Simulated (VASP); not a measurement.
Level of theory: LDA (Ceperley-Alder, Perdew-Zunger), VASP's LDA PAW potentials (set 64) (plane waves; VASP).

VASP ran on this input.

### KPOINTS
```
K-points
0
gamma
 12 12 12
0 0 0
```

**POSCAR**
```
Mo
2.6663280
 -0.5773501985   0.5773501985   0.5773501985
  0.5773501985  -0.5773501985   0.5773501985
  0.5773501985   0.5773501985  -0.5773501985
Mo
1
Cart
  0.0000000000   0.0000000000   0.0000000000
```

INCAR:
```
! general
SYSTEM =Mo
PREC   =Accurate
ENCUT  =300
LREAL  =.FALSE.   ! projection in real space or not
LASPH  =.TRUE.   ! aspherical one-centre terms

! electronic loop
EDIFF  =1E-6   ! SCF stop (eV)
NELM   =100   ! most electronic steps
ALGO   =Normal   ! blocked Davidson
LMAXMIX=4   ! l cut-off of mixed one-centre charges

! smearing
ISMEAR =0   ! Gaussian
SIGMA  =0.2   ! width (eV)

! ions
ISIF   =2

! output
LWAVE  =.FALSE.
LCHARG =.FALSE.
```

POTCAR, in this order: Mo_sv (LDA.64 set). Program: vasp_std.

The resulting files:

### OUTCAR
```
 ion  position               nearest neighbor table
   1  0.000  0.000  0.000-
  LATTYP: Found a body centered cubic cell.
 ALAT       =     3.0788100000
 Subroutine PRICEL returns:
 Original cell was already a primitive cell.
 Subroutine GETGRP returns: Found 48 space group operations
The static configuration has the point symmetry O_h .
The dynamic configuration has the point symmetry O_h .
 Subroutine INISYM returns: Found 48 space group operations
 Subroutine IBZKPT returns following result:
 Found     72 irreducible k-points:

 Following reciprocal coordinates:
            Coordinates               Weight
  0.000000  0.000000  0.000000      1.000000
  0.083333  0.000000  0.000000     12.000000
  0.166667  0.000000  0.000000     12.000000
  0.250000  0.000000  0.000000     12.000000
  0.333333  0.000000  0.000000     12.000000
  0.416667  0.000000  0.000000     12.000000
  0.500000  0.000000  0.000000      6.000000
  0.083333  0.083333  0.000000     24.000000
  0.166667  0.083333  0.000000     48.000000
  0.250000  0.083333 -0.000000     48.000000
...
```

**OSZICAR**
```
       N       E                     dE             d eps       ncg     rms          rms(c)
DAV:   1     0.538481079694E+02    0.53848E+02   -0.60679E+03  1640   0.884E+02
DAV:   2    -0.121291546770E+02   -0.65977E+02   -0.63653E+02  1683   0.269E+02
DAV:   3    -0.128050444626E+02   -0.67589E+00   -0.67312E+00  1821   0.273E+01
DAV:   4    -0.128063571590E+02   -0.13127E-02   -0.13126E-02  1754   0.139E+00
DAV:   5    -0.128063624382E+02   -0.52792E-05   -0.52794E-05  1815   0.838E-02    0.180E+01
DAV:   6    -0.122391651602E+02    0.56720E+00   -0.91438E-01  1677   0.120E+01    0.525E+00
DAV:   7    -0.121416393186E+02    0.97526E-01   -0.20854E-01  1779   0.526E+00    0.872E-01
DAV:   8    -0.121345488549E+02    0.70905E-02   -0.48534E-03  1653   0.968E-01    0.213E-01
DAV:   9    -0.121345281590E+02    0.20696E-04   -0.11021E-04  1870   0.140E-01    0.880E-02
DAV:  10    -0.121345415627E+02   -0.13404E-04   -0.85927E-06  1719   0.371E-02    0.998E-04
DAV:  11    -0.121345421267E+02   -0.56402E-06   -0.37550E-08   978   0.221E-03
   1 F= -.12134542E+02 E0= -.12131519E+02  d E =-.604618E-02
```

**OUTCAR**
```
------------------------ aborting loop because EDIFF is reached ----------------------------------------
  FORCE on cell =-STRESS in cart. coord.  units (eV):
  Direction    XX          YY          ZZ          XY          YZ          ZX
  --------------------------------------------------------------------------------------
  Total        0.9680613      0.9680613      0.9680613      0.0000000      0.0000000     -0.0000000
  in kB      106.2905822    106.2905822    106.2905822      0.0000000      0.0000000     -0.0000000
  external PRESSURE =     106.2905822 kB  Pullay stress =       0.0000000 kB
  volume of cell :       14.59
      direct lattice vectors                 reciprocal lattice vectors
    -1.539405000  1.539405000  1.539405000     0.000000000  0.324800816  0.324800816
     1.539405000 -1.539405000  1.539405000     0.324800816  0.000000000  0.324800816
     1.539405000  1.539405000 -1.539405000     0.324800816  0.324800816  0.000000000
 POSITION                                       TOTAL-FORCE (eV/Angst)
 -----------------------------------------------------------------------------------
      0.00000      0.00000      0.00000         0.000000     -0.000000      0.000000
 -----------------------------------------------------------------------------------
    total drift:                                0.000000     -0.000000     -0.000000
  FREE ENERGIE OF THE ION-ELECTRON SYSTEM (eV)
  ---------------------------------------------------
  free  energy   TOTEN  =       -12.1345421267 eV

  energy  without entropy=      -12.1284959494  energy(sigma->0) =      -12.13151904
```
(Selected blocks of OUTCAR.)

At this cut-off the stress carries a Pulay error, which pulls relaxed volumes low.

The structure is a typed Mo crystal. The cell was not relaxed at this level. The run is one of a series of settings (GGA removed, POTCAR Mo_sv (LDA.64 set) against the base run), some of them coarse on purpose.
